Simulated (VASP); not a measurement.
Given:

```xyz
2
Lattice="0.0000 2.9498 2.9498 2.9498 0.0000 2.9498 2.9498 2.9498 0.0000" Properties=species:S:1:pos:R:3 pbc="T T T"
Pb     0.0000     0.0000     0.0000
S      2.9498     2.9498     2.9498
```

The numbers are results of PBEsol GGA, VASP's PBE PAW potentials (set 64) (plane waves; VASP 6.6.1), not measurements. Run with 500 eV cut-off, 8×8×8 Γ-centred mesh, Gaussian smearing of 0.050 eV, potentials Pb_d S.

Unless said otherwise, spin-orbit coupling is left out, though it shifts the bands of the heavy elements here.

**Question.** Predict the energy per atom (σ→0), band gap (on the k-mesh) with the smallest direct gap where there is one.

**Answer.** 
```yaml
band gap (on the k-mesh): 0.19 eV
smallest direct gap (on the k-mesh): 0.19 eV
energy per atom (σ→0): -4.729 eV/atom
```

Total energies compare only between runs with the same potentials, cut-off and functional.

The structure was generated: PbS was put into the rock salt type (Fm-3m), which need not be its known phase. It was relaxed first, which changed the volume by +29 %.
